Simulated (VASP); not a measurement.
A convergence study with VASP on CaO (rock salt): one setting is varied, all else stays as given below, so the limit is that of these other settings.

```xyz
2
Lattice="0.0000 2.4050 2.4050 2.4050 0.0000 2.4050 2.4050 2.4050 0.0000" Properties=species:S:1:pos:R:3 pbc="T T T"
Ca     0.0000     0.0000     0.0000
O      2.4050     2.4050     2.4050
```

Level of theory: PBE GGA, VASP's PBE PAW potentials (set 64) (plane waves; VASP). The tightest run used: 700 eV cut-off, 15×15×15 Monkhorst-Pack mesh, Gaussian smearing of 0.050 eV, potentials Ca_sv O.

```tsv
setting	E (eV/atom)	pressure (GPa)	irreducible k-points
1×1×1 mesh	-1.9667	52.52	1
2×2×2 mesh	-6.4413	0.89	2
3×3×3 mesh	-6.3882	2.11	4
```

These are the cheaper rows. Estimate the results at 15×15×15 mesh, and how far the last row shown lies from them.

```tsv
quantity	tightest run	last row shown is off by
E (eV/atom)	-6.4034	0.0152
pressure (GPa)	1.87	0.23
```

Left out are rungs that failed or repeat a setting and relaxations that didn't move; long series are thinned to 24 rows.

The compound is CaO in the rock salt structure. The cell was not relaxed at this level.
